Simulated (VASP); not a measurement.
Given:

```
CELL_PARAMETERS angstrom
      0.00000     2.72052     2.72052
      2.72052     0.00000     2.72052
      2.72052     2.72052     0.00000
ATOMIC_POSITIONS crystal
  Zn 0.00000 0.00000 0.00000
  S  0.25000 0.25000 0.25000
```

These are PBE GGA, VASP's PBE PAW potentials (set 64) (plane waves; VASP) values and carry that method's errors. Run with 400 eV cut-off, 9×9×9 Γ-centred mesh, tetrahedra with Blöchl corrections, potentials Zn S.

The job: ZnS (zinc blende), 2 atoms, PBE, static run, 400 eV, 9×9×9 Γ-centred mesh. Roughly how much core time does it take on a busy server core?

About 10 core-seconds (one run on a shared machine, a rough figure). It had 35 irreducible k-points, 13 bands, up to 751 plane waves and 14 electronic steps.

The compound is ZnS in the zinc blende structure. It was relaxed first.
